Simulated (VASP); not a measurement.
Given:

```yaml
crystal:
  lattice:
    - [0.00000, 2.17344, 2.17344]
    - [2.17344, 0.00000, 2.17344]
    - [2.17344, 2.17344, 0.00000]
  atoms:
    - { symbol: Ti, position: [0.00000, 0.00000, 0.00000] }
    - { symbol: C, position: [0.50000, 0.50000, 0.50000] }
```

Calculation: PBE GGA with D3 dispersion (zero damping), VASP's PBE PAW potentials (set 64) (plane waves; VASP). Numerical set-up: 520 eV cut-off, 15×15×15 Γ-centred mesh, first-order Methfessel-Paxton smearing of 0.10 eV, potentials Ti_sv C.

**Question.** Give the stress tensor in GPa (positive for a compressed cell).

**Answer.** 
```
-7.35   0.00   0.00
 0.00  -7.35   0.00
 0.00   0.00  -7.35
```
The pressure is its mean diagonal, -7.35 GPa.

The compound is TiC in the rock salt structure. This cell is one point of a volume scan, at 1.03 of the reference volume.
